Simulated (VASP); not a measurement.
Consider the following.

```
CELL_PARAMETERS angstrom
      4.60119     0.00000     0.00000
      0.00000     4.60119     0.00000
      0.00000     0.00000     4.60119
ATOMIC_POSITIONS crystal
  V  0.25000 0.00000 0.50000
  V  0.50000 0.25000 0.00000
  V  0.50000 0.75000 0.00000
  V  0.75000 0.00000 0.50000
  V  0.00000 0.50000 0.75000
  V  0.00000 0.50000 0.25000
  Si 0.50000 0.50000 0.50000
  Si 0.00000 0.00000 0.00000
```

Level of theory: LDA (Ceperley-Alder, Perdew-Zunger), VASP's LDA PAW potentials (set 64) (plane waves; VASP 6.6.1). Settings: 400 eV cut-off, Gaussian smearing of 0.050 eV, potentials V_sv Si.

### Question
What does the run give for the band gap (along the path) with the smallest direct gap where there is one?

### Answer

```json
{
 "band gap (along the path)": "none (metal, semimetal or under 0.01 eV)"
}
```

The absolute energy has meaning only against runs of the same code, potentials and settings.

The compound is V3Si in the A15 structure. It was relaxed first, which changed the volume by -7 %. The run is not spin-polarised, so no magnetic state was tried.
